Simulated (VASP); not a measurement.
Output of a VASP run:

File OUTCAR:
```
 ion  position               nearest neighbor table
   1  0.333  0.667  0.879-   6 2.73   6 2.73   6 2.73   4 3.62
   2  0.667  0.333  0.379-   5 2.73   5 2.73   5 2.73   3 3.62
   3  0.667  0.333  0.121-   5 2.73   5 2.73   5 2.73   2 3.62
   4  0.333  0.667  0.621-   6 2.73   6 2.73   6 2.73   1 3.62
   5  0.333  0.667  0.250-   2 2.73   3 2.73   2 2.73   3 2.73   2 2.73   3 2.73
   6  0.667  0.333  0.750-   1 2.73   4 2.73   1 2.73   4 2.73   1 2.73   4 2.73
  LATTYP: Found a hexagonal cell.
 ALAT       =     3.5414722435
 C/A-ratio  =     3.9659088182
 Subroutine PRICEL returns:
 Original cell was already a primitive cell.
 Subroutine GETGRP returns: Found 24 space group operations
The static configuration has the point symmetry D_3d.
 The point group associated with its full space group is D_6h.
The dynamic configuration has the point symmetry D_3d.
 Subroutine INISYM returns: Found 24 space group operations
 Subroutine IBZKPT returns following result:
 Found     16 irreducible k-points:

 Following reciprocal coordinates:
            Coordinates               Weight
  0.000000  0.000000  0.000000      1.000000
  0.142857  0.000000  0.000000      6.000000
  0.285714  0.000000  0.000000      6.000000
  0.428571  0.000000  0.000000      6.000000
  0.142857  0.142857  0.000000      6.000000
  0.285714  0.142857  0.000000     12.000000
  0.428571  0.142857  0.000000      6.000000
  0.285714  0.285714  0.000000      6.000000
  0.000000  0.000000  0.500000      1.000000
  0.142857  0.000000  0.500000      6.000000
  0.285714  0.000000  0.500000      6.000000
  0.428571  0.000000  0.500000      6.000000
  0.142857  0.142857  0.500000      6.000000
  0.285714  0.142857  0.500000     12.000000
  0.428571  0.142857  0.500000      6.000000
  0.285714  0.285714  0.500000      6.000000
   k-points           NKPTS =     16   k-points in BZ     NKDIM =     16   number of bands    NBANDS=     31
   number of dos      NEDOS =    301   number of ions     NIONS =      6
   total plane-waves  NPLWV =  32000
   dimension x,y,z NGX =    20 NGY =   20 NGZ =   80
   dimension x,y,z NGXF=    40 NGYF=   40 NGZF=  160
   ions per type =               4   2
   PREC   = accura    normal or accurate (medium, high low for compatibility)
   ISTART =      0    job   : 0-new  1-cont  2-samecut
   ICHARG =      2    charge: 1-file 2-atom 10-const
   ISPIN  =      1    spin polarized calculation?
   LNONCOLLINEAR =      F non collinear calculations
   LSORBIT =      F    spin-orbit coupling
   INIWAV =      1    electr: 0-lowe 1-rand  2-diag
   ENCUT  =  300.0 eV  22.05 Ry    4.70 a.u.   5.00  5.00 19.84*2*pi/ulx,y,z
   NELM   =    100;   NELMIN=  2; NELMDL= -5     # of ELM steps
   EDIFF  = 0.1E-05   stopping-criterion for ELM
   LREAL  =      F    real-space projection
   NLSPLINE    = F    spline interpolate recip. space projectors
   LMAXMIX     =    4 max onsite mixed and CHGCAR
   VOSKOWN=      0    Vosko Wilk Nusair interpolation
   EDIFFG = -.1E-01   stopping-criterion for IOM
   NSW    =     50    number of steps for IOM
   NBLOCK =      1;   KBLOCK =     50    inner block; outer block
   IBRION =      2    ionic relax: 0-MD 1-quasi-New 2-CG
   NFREE  =      1    steps in history (QN), initial steepest desc. (CG)
   ISIF   =      3    stress and relaxation
   ISYM   =      2    0-nonsym 1-usesym 2-fastsym
   TEIN   =    0.0    initial temperature
   TEBEG  =    0.0;   TEEND  =   0.0 temperature during run
   SMASS  =  -3.00    Nose mass-parameter (am)
   PSTRESS=    0.0 pullay stress
   NELECT =      52.0000    total number of electrons
   EFERMI =   0.00;   METHOD = LEGACY
   ISMEAR =    -1;   SIGMA  =   0.05  broadening in eV -4-tet -1-fermi 0-gaus
   IALGO  =     38    algorithm
   LDIAG  =      T    sub-space diagonalisation (order eigenvalues)
   IMIX   =      4    mixing-type and parameters
     AMIX     =   0.40;   BMIX     =  1.00
     AMIX_MAG =   1.60;   BMIX_MAG =  1.00
     AMIN     =   0.10
   GGA     = PE    functional components
   VOSKOWN =     0    Vosko Wilk Nusair interpolation
...
```

File OSZICAR:
```
...
DAV:   1    -0.359177800998E+02   -0.15938E-01   -0.12748E+00  1000   0.710E+00    0.148E+00
DAV:   2    -0.358986247654E+02    0.19155E-01   -0.38133E-01  1158   0.296E+00    0.122E+00
DAV:   3    -0.358848312687E+02    0.13793E-01   -0.75104E-02  1078   0.107E+00    0.285E-01
DAV:   4    -0.358840560571E+02    0.77521E-03   -0.83917E-03  1212   0.395E-01    0.251E-01
DAV:   5    -0.358837215583E+02    0.33450E-03   -0.19227E-03  1218   0.225E-01    0.272E-01
DAV:   6    -0.358837353801E+02   -0.13822E-04   -0.25300E-04  1224   0.651E-02    0.918E-02
DAV:   7    -0.358837268917E+02    0.84884E-05   -0.58867E-05  1218   0.370E-02    0.504E-02
DAV:   8    -0.358837268861E+02    0.56107E-08   -0.39103E-06  1010   0.923E-03
   8 F= -.39235966E+02 E0= -.39235925E+02  d E =-.166968E-01
       N       E                     dE             d eps       ncg     rms          rms(c)
DAV:   1    -0.358875735552E+02   -0.38467E-02   -0.31186E-02  1000   0.111E+00    0.242E-01
DAV:   2    -0.358871303294E+02    0.44323E-03   -0.96281E-03  1166   0.470E-01    0.187E-01
DAV:   3    -0.358867652350E+02    0.36509E-03   -0.20093E-03  1071   0.173E-01    0.479E-02
DAV:   4    -0.358867477195E+02    0.17515E-04   -0.21241E-04  1190   0.632E-02    0.387E-02
DAV:   5    -0.358867373488E+02    0.10371E-04   -0.47999E-05  1211   0.349E-02    0.424E-02
DAV:   6    -0.358867376758E+02   -0.32699E-06   -0.44595E-06   921   0.904E-03
   9 F= -.39236004E+02 E0= -.39235966E+02  d E =-.167355E-01
       N       E                     dE             d eps       ncg     rms          rms(c)
DAV:   1    -0.359402972461E+02   -0.53560E-01   -0.77774E-01  1006   0.655E+00    0.168E+00
DAV:   2    -0.359232211016E+02    0.17076E-01   -0.31538E-01  1109   0.294E+00    0.713E-01
DAV:   3    -0.359114443042E+02    0.11777E-01   -0.12108E-01  1110   0.131E+00    0.716E-01
DAV:   4    -0.359101670035E+02    0.12773E-02   -0.58378E-03  1061   0.385E-01    0.208E-01
DAV:   5    -0.359095059760E+02    0.66103E-03   -0.50301E-03  1163   0.370E-01    0.996E-02
DAV:   6    -0.359094285785E+02    0.77398E-04   -0.37772E-04  1217   0.847E-02    0.423E-02
DAV:   7    -0.359094035882E+02    0.24990E-04   -0.70912E-05  1097   0.462E-02    0.120E-02
DAV:   8    -0.359094017325E+02    0.18557E-05   -0.38280E-06   986   0.101E-02    0.682E-03
DAV:   9    -0.359094004528E+02    0.12797E-05   -0.72964E-07   538   0.411E-03    0.292E-03
DAV:  10    -0.359094016254E+02   -0.11726E-05   -0.17765E-07   496   0.238E-03    0.148E-03
DAV:  11    -0.359094017725E+02   -0.14713E-06   -0.62735E-08   496   0.116E-03
  10 F= -.39233296E+02 E0= -.39233257E+02  d E =0.270852E-02
       N       E                     dE             d eps       ncg     rms          rms(c)
DAV:   1    -0.359115389998E+02   -0.21374E-02   -0.49968E-01  1006   0.525E+00    0.139E+00
DAV:   2    -0.358997924979E+02    0.11747E-01   -0.18401E-01  1101   0.230E+00    0.546E-01
DAV:   3    -0.358932107836E+02    0.65817E-02   -0.73855E-02  1117   0.103E+00    0.568E-01
DAV:   4    -0.358922732117E+02    0.93757E-03   -0.39187E-03  1069   0.316E-01    0.162E-01
DAV:   5    -0.358919238742E+02    0.34934E-03   -0.32656E-03  1147   0.295E-01    0.896E-02
DAV:   6    -0.358919207237E+02    0.31505E-05   -0.33062E-04  1218   0.749E-02    0.380E-02
DAV:   7    -0.358919302390E+02   -0.95153E-05   -0.53222E-05  1124   0.401E-02    0.888E-03
DAV:   8    -0.358919310609E+02   -0.82184E-06   -0.22615E-06   862   0.770E-03
  11 F= -.39236172E+02 E0= -.39236134E+02  d E =-.167493E-03
```

File OUTCAR:
```
------------------------ aborting loop because EDIFF is reached ----------------------------------------
 Edisp (eV)   -3.34424
  FORCE on cell =-STRESS in cart. coord.  units (eV):
  Direction    XX          YY          ZZ          XY          YZ          ZX
  --------------------------------------------------------------------------------------
  Total       0.02725     0.02725    -0.04597     0.00000     0.00000     0.00000
  in kB       0.30283     0.30283    -0.51091     0.00000     0.00000     0.00000
  external pressure =        0.03 kB  Pullay stress =        0.00 kB
  volume of cell :      144.16
      direct lattice vectors                 reciprocal lattice vectors
     1.745948715 -3.024072152  0.000000000     0.286377255 -0.165339970  0.000000000
     1.745948715  3.024072152 -0.000000000     0.286377255  0.165339970 -0.000000000
    -0.000000000  0.000000000 13.652307384     0.000000000  0.000000000  0.073247692
 POSITION                                       TOTAL-FORCE (eV/Angst)
 -----------------------------------------------------------------------------------
      1.74595      1.00803     12.05915        -0.000000     -0.000000     -0.007498
      1.74595     -1.00803      5.23300        -0.000000     -0.000000     -0.007498
      1.74595     -1.00803      1.59316        -0.000000     -0.000000      0.007498
      1.74595      1.00803      8.41931        -0.000000     -0.000000      0.007498
      1.74595      1.00803      3.41308         0.000000      0.000000      0.000000
      1.74595     -1.00803     10.23923         0.000000     -0.000000      0.000000
 -----------------------------------------------------------------------------------
    total drift:                               -0.000000      0.001605     -0.000023
  FREE ENERGIE OF THE ION-ELECTRON SYSTEM (eV)
  ---------------------------------------------------
  free  energy   TOTEN  =       -39.2361716518 eV

  energy  without entropy=      -39.2360956187  energy(sigma->0) =      -39.23613364

 reached required accuracy - stopping structural energy minimisation
```
(Selected blocks of OUTCAR.)

POSCAR:
```
MoTe2
1
    1.7707360000    -3.0670050000     0.0000000000
    1.7707360000     3.0670050000     0.0000000000
    0.0000000000     0.0000000000    14.0451560000
Te Mo
4 2
Direct
  0.3333330000   0.6666670000   0.8790000000
  0.6666670000   0.3333330000   0.3790000000
  0.6666670000   0.3333330000   0.1210000000
  0.3333330000   0.6666670000   0.6210000000
  0.3333330000   0.6666670000   0.2500000000
  0.6666670000   0.3333330000   0.7500000000
```

**Question.** Reconstruct the remaining input files.

**Answer.** One answer among several that fit: the input of the run itself, PBE GGA with D3 dispersion (Becke-Johnson damping), plane waves, VASP's PBE PAW potentials (set 64).

File KPOINTS:
```
Automatic
0
G
 7 7 2
```

### INCAR
```
# general
SYSTEM  = MoTe2
PREC    = Accurate
ENCUT   = 300
LREAL   = F   # projection in real space or not
LASPH   = T

# electronic loop
EDIFF   = 1E-6   # SCF stop (eV)
NELM    = 100
ALGO    = Normal   # blocked Davidson
LMAXMIX = 4

# smearing
ISMEAR  = -1
SIGMA   = 0.05

# functional
GGA     = PE   # PBE
IVDW    = 12   # D3, Becke-Johnson

# ions
IBRION  = 2   # conjugate gradients
NSW     = 50   # most ionic steps
ISIF    = 3
EDIFFG  = -0.01   # ionic stop

# output
LWAVE   = F
LCHARG  = F
```

POTCAR, in this order: Te Mo_sv (PBE.64 set). Program: vasp_std.

At this cut-off the stress carries a Pulay error, which pulls relaxed volumes low. Energy and stress use the plane-wave basis of the starting cell.

The structure is a typed MoTe2 crystal. This run relaxes it. Symmetry was kept, so distortions that lower it aren't found. The run is one of a series of settings (EDIFFG = -0.01, IBRION = 2, ISIF = 3, IVDW = 12, NSW = 50 against the base run), some of them coarse on purpose.
